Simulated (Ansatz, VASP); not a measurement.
**Hf2Pd2Se2Br2O3 in VASP and in Ansatz**

```
CELL_PARAMETERS angstrom
7.58666 -1.70971 -1.17576
7.58666 1.70971 -1.17576
-2.02446 0.00000 13.05155
ATOMIC_POSITIONS crystal
Hf 0.93841 0.94841 0.05839
Hf 0.61134 0.59695 0.28087
Pd 0.19228 0.16582 0.50815
Pd 0.32687 0.31928 0.74377
Se 0.93751 0.90927 0.84705
Se 0.79108 0.79464 0.58654
Br 0.58779 0.58315 0.04574
Br 0.26115 0.23457 0.28620
O 0.58754 0.60451 0.42483
O 0.37808 0.39120 0.07066
O 0.02065 0.03957 0.22091
```

Change from the starting cell: atoms moved at random, drawn with an rms of 0.05 Å.

Alike in both runs: task single point; functional PBE; k mesh 8 × 8 × 2; occupations fermi-dirac, width 0.05 eV; no spin polarisation.

|  | VASP | Ansatz |
| --- | --- | --- |
| version | VASP 6.6.1 | Ansatz 0.2.0 |
| potentials or method | VASP PAW PBE potentials, release 64 (Hf_pv, Pd, Se, Br, O) | Ansatz PAW |
| plane-wave cutoff (eV) | 520 | 420 |
| valence electrons in the cell | 84 | 152 |

|  | VASP | Ansatz | Ansatz less VASP |
| --- | --- | --- | --- |
| gap on the k mesh at the Fermi level (eV) | 0.78 | 0.79 | +0.013 |
| least direct gap on the mesh (eV) | 0.82 | 0.83 | +0.011 |
| pressure (GPa) | -1.1 | -0.8 | +0.37 |
| largest component of the traceless stress (GPa) | 0.65 | 0.67 | +0.023 |
| rms of the force components (eV/Å) | 0.453 | 0.441 | -0.0125 |

Atom by atom the forces differ by 0.048 eV/Å (rms over components). The two sets of potentials don't hold the same shells in valence.

Caveats: spin-orbit coupling is left out, which moves the levels of the heavy elements. A k mesh can miss the band edges.
